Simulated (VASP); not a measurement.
Data:

```
CELL_PARAMETERS angstrom
      2.79508     0.00000     0.00000
      0.00000     2.79508     0.00000
      0.00000     0.00000     2.79508
ATOMIC_POSITIONS crystal
  Al 0.50000 0.50000 0.50000
  Co 0.00000 0.00000 0.00000
```

Computed with LDA (Ceperley-Alder, Perdew-Zunger), VASP's LDA PAW potentials (set 64) (plane waves; VASP). Settings: 500 eV cut-off, 13×13×13 Γ-centred mesh, first-order Methfessel-Paxton smearing of 0.10 eV, potentials Al Co.

Energy and stress use the plane-wave basis of the starting cell.

Problem. The ions, cell shape and volume at an external pressure of 5.0 GPa are relaxed. Give the cell that the relaxation ends in.

Solution. 
```
CELL_PARAMETERS angstrom
      2.77388     0.00000     0.00000
      0.00000     2.77388     0.00000
      0.00000     0.00000     2.77388
ATOMIC_POSITIONS crystal
  Al 0.50000 0.50000 0.50000
  Co 0.00000 0.00000 0.00000
```
Space group Pm-3m (221), at a tolerance of 0.03 Å.

Problem. How do energy and volume change from the first to the last step?

Solution. The energy (σ→0) changes by +3.8 meV/atom and the volume by -2.3 %, in 3 ionic steps.

The compound is CoAl in the CsCl type structure. This run relaxes it under an external pressure of 5 GPa. Symmetry was kept, so distortions that lower it aren't found. The run is not spin-polarised, so no magnetic state was tried.
